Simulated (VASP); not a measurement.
These are rev-vdW-DF2, VASP's PBE PAW potentials (set 64) (plane waves; VASP) values and carry that method's errors.

VASP ran on this input.

File KPOINTS:
```
kpoints
0
gamma
12 12 10
```

File POSCAR:
```
TiB2
1.0
  1.5123569988  -2.6194791877   0.0000000000
  1.5123569988   2.6194791877   0.0000000000
  0.0000000000   0.0000000000   3.2155412685
Ti B
1 2
Cart
  1.5123569988   2.6194791877   0.0000000000
  1.5123569988   0.8731614756   1.6077706342
  1.5123569988  -0.8731614756   1.6077706342
```

### INCAR
```
SYSTEM = TiB2
PREC = Accurate
ENCUT = 520
EDIFF = 1E-7
NELM = 100
ALGO = Normal
LREAL = .FALSE.
LASPH = .TRUE.
ISMEAR = 1
SIGMA = 0.1
GGA = MK
PARAM1 = 0.1234568
PARAM2 = 0.7114
ZAB_VDW = -1.8867
LUSE_VDW = .TRUE.
AGGAC = 0.0
LMAXMIX = 4
LWAVE = .FALSE.
LCHARG = .FALSE.
ISIF = 4
IBRION = 2
NSW = 30
EDIFFG = -0.01
```

POTCAR, in this order: Ti_sv B (PBE.64 set). Program: vasp_std.

Task: What does the run give for the energy per atom (σ→0), band gap (on the k-mesh)?

Result: 
The energy per atom (σ→0) comes out as -6.965 eV/atom. The band gap (on the k-mesh) comes out as none (metal, semimetal or under 0.01 eV).

### OSZICAR
```
...
DAV:   9    -0.208961677278E+02    0.68067E-02   -0.75263E-02  3940   0.370E+00    0.325E-01
DAV:  10    -0.208952495968E+02    0.91813E-03   -0.51093E-03  3706   0.987E-01    0.577E-02
DAV:  11    -0.208952610911E+02   -0.11494E-04   -0.50438E-04  4152   0.294E-01    0.490E-02
DAV:  12    -0.208952459500E+02    0.15141E-04   -0.11394E-04  3886   0.148E-01    0.935E-03
DAV:  13    -0.208952455160E+02    0.43403E-06   -0.10167E-05  3798   0.426E-02    0.278E-03
DAV:  14    -0.208952453686E+02    0.14737E-06   -0.36959E-07  3338   0.781E-03    0.833E-04
DAV:  15    -0.208952454372E+02   -0.68565E-07   -0.79359E-08  1705   0.316E-03
   1 F= -.20895245E+02 E0= -.20895000E+02  d E =-.208952E+02
```

The compound is TiB2 in the AlB2 type structure. It was relaxed first.
